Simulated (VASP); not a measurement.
Input:

```xyz
5
Lattice="3.8713 0.0000 0.0000 0.0000 3.8713 0.0000 0.0000 0.0000 3.8713" Properties=species:S:1:pos:R:3 pbc="T T T"
Sr     0.0000     0.0000     0.0000
V      1.9357     1.9357     1.9357
O      1.9357     0.0000     1.9357
O      0.0000     1.9357     1.9357
O      1.9357     1.9357     0.0000
```

Calculation: r2SCAN meta-GGA, VASP's PBE PAW potentials (set 64) (plane waves; VASP). Run with 520 eV cut-off, 8×8×8 Γ-centred mesh, first-order Methfessel-Paxton smearing of 0.10 eV, potentials Sr_sv V_sv O.

Give the stress tensor in GPa (positive for a compressed cell).

```
-5.51   0.00   0.00
 0.00  -5.51   0.00
 0.00   0.00  -5.51
```
The pressure is its mean diagonal, -5.51 GPa.

The compound is SrVO3 in the cubic perovskite structure. This cell is one point of a volume scan, at 1.03 of the reference volume. The run is not spin-polarised, so no magnetic state was tried. The electron count is odd and the run is not spin-polarised, which forces a metal.
